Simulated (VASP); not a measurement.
An input for Quantum ESPRESSO's pw.x (written as the equivalent of a VASP run, and not itself run):

```
&CONTROL
  calculation = 'vc-relax'
  pseudo_dir = './pseudo'
  outdir = './out'
  tprnfor = .true.
  tstress = .true.
  nstep = 40
  forc_conv_thr = 0.00078
/
&SYSTEM
  ibrav = 0
  nat = 2
  ntyp = 2
  ecutwfc = 84
  occupations = 'smearing'
  smearing = 'gaussian'
  degauss = 0.003675
  input_dft = 'pbe'
/
&ELECTRONS
  conv_thr = 7.3e-08
  electron_maxstep = 100
/
&IONS
/
&CELL
  press = 50
/
ATOMIC_SPECIES
  Mg 24.305 Mg.upf
  S 32.060 S.upf
CELL_PARAMETERS angstrom
     0.0000000    2.6116334    2.6116334
     2.6116334    0.0000000    2.6116334
     2.6116334    2.6116334    0.0000000
ATOMIC_POSITIONS crystal
  Mg   0.0000000  0.0000000  0.0000000
  S    0.5000000  0.5000000  0.5000000
K_POINTS automatic
  9 9 9 0 0 0
```

Question: Translate this input to VASP (INCAR, KPOINTS, POSCAR, choice of POTCAR).

Answer: One answer among several that fit: 
INCAR:
```
ALGO = Normal
EDIFF = 1E-6
EDIFFG = -0.02
ENCUT = 500
GGA = PE
IBRION = 2
ISIF = 3
ISMEAR = 0
LASPH = T
LCHARG = F
LREAL = F
LWAVE = F
NELM = 100
NSW = 40
PREC = Accurate
PSTRESS = 50
SIGMA = 0.05
SYSTEM = MgS
```

### POSCAR
```
MgS
1
    0.0000000000     2.6116333956     2.6116333956
    2.6116333956     0.0000000000     2.6116333956
    2.6116333956     2.6116333956     0.0000000000
Mg S
1 1
Direct
  0.0000000000   0.0000000000   0.0000000000
  0.5000000000   0.5000000000   0.5000000000
```

KPOINTS:
```
Automatic mesh
0
Gamma
9 9 9
0 0 0
```

POTCAR, in this order: Mg S (PBE.64 set). Program: vasp_std.

What does not carry over: the potentials are each code's own (VASP's PAW set, PseudoDojo norm-conserving files in pw.x), so ENCUT and ecutwfc are chosen apart and not converted; conv_thr bounds pw.x's estimated SCF error, while EDIFF bounds the energy change between steps; forc_conv_thr acts on force components and is met together with etot_conv_thr.

The compound is MgS in the rock salt structure. This run relaxes it under an external pressure of 5 GPa. Symmetry was kept, so distortions that lower it aren't found.
